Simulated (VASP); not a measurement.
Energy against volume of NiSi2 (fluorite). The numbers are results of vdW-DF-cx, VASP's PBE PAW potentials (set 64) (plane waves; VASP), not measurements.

| V (Å³/atom) | E (eV/atom) |
|---|---|
| 12.468 | -4.28817 |
| 12.866 | -4.30634 |
| 13.264 | -4.31079 |
| 13.662 | -4.30359 |
| 14.060 | -4.28701 |

Q: Fit a third-order Birch-Murnaghan equation of state.

A: 
```json
{
  "volume_per_atom": "13.20 Å³/atom",
  "bulk_modulus": "157 GPa",
  "pressure_derivative_of_the_bulk_modulus": "5.21",
  "lattice_constant_a": "5.411 Å"
}
```

Measured: a 5.406 Å (computed value off by +0.1 %), as given by Wikipedia, Nickel silicide. The calculation is for a static lattice, while the measured a holds thermal and zero-point effects, which are part of the difference.

The compound is NiSi2 in the fluorite structure. It was relaxed first. The run is not spin-polarised, so no magnetic state was tried.
